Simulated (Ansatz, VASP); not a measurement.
**GaF in VASP and in Ansatz**

INCAR

```
PREC = Accurate ; ENCUT = 600
EDIFF = 1E-7 ; ISMEAR = -1
SIGMA = 0.05 ; LREAL = F
LASPH = T ; NELM = 80
ALGO = Normal ; ISIF = 3
LWAVE = F ; LCHARG = F
GGA = RE ; IBRION = 2
NSW = 40 ; EDIFFG = -0.01
```

Contents of KPOINTS:

```
Automatic mesh
0
Gamma
  9 9 9
```

Contents of POSCAR:

```
GaF
1.0
    0.0000000000      2.5769602800      2.5769602800
    2.5769602800      0.0000000000      2.5769602800
    2.5769602800      2.5769602800      0.0000000000
Ga F
1 1
Direct
    0.2500000000      0.2500000000      0.2500000000
    0.0000000000      0.0000000000      0.0000000000
```

input.yaml

```yaml
crystal:
  lattice:
    - [0.0, 2.57696028, 2.57696028]
    - [2.57696028, 0.0, 2.57696028]
    - [2.57696028, 2.57696028, 0.0]
  atoms:
    - { symbol: Ga, position: [0.25, 0.25, 0.25] }
    - { symbol: F, position: [0.0, 0.0, 0.0] }
hamiltonian:
  xc: revpbe
  pseudopotentials: { kind: paw }
kpoints:
  mp_grid: { grid: [9, 9, 9] }
scf:
  occupations: { method: fermi_dirac, width: 0.05 }
output:
  forces: true
  stress: true
  eigenvalues: true
relax:
  f_tol: 0.01
  max_steps: 40
  cell: { stress_tol: 0.05 }
```

The cell was built by a generator and needn't be a form met in nature.

Alike in both runs: task relaxation of cell and atoms; functional revPBE; k mesh 9 × 9 × 9; occupations fermi-dirac, width 0.05 eV; no spin polarisation.

```csv
,VASP,Ansatz
version,VASP 6.6.1,Ansatz 0.2.0
potentials or method,"VASP PAW PBE potentials, release 64 (Ga_d, F)",Ansatz PAW
plane-wave cutoff (eV),600,420
valence electrons in the cell,20,20
```

|  | VASP | Ansatz | Ansatz less VASP |
| --- | --- | --- | --- |
| gap on the k mesh at the Fermi level, each at its own relaxed structure (eV) | 2.64 | 2.71 | +0.068 |
| relaxed volume (Å³/atom) | 23.99 | 24.43 | +0.440 |
| relaxed cell length with the largest relative difference (Å) | 4.079 | 4.103 | +0.0248 |
| energy change over the relaxation (meV/atom) | -275 | -280 | -4.9 |

Caveats: the volume moved by over 15 % at a fixed basis, so the end points are rough; the PAW data sets were made with another functional, which shifts forces and pressure a little (VASP); an odd mesh through Γ misses points on the zone boundary, where band edges often lie (VASP); odd divisions of the mesh miss points on the zone boundary, where band edges often lie, so the gap on the mesh can be too wide (Ansatz); the plane-wave basis is chosen anew once the cell has moved, so the energies of steps on either side of that aren't comparable (Ansatz); the PAW data sets come from PBE, with cores solved anew for the run's functional, which leaves a small shift of forces and pressure (Ansatz).
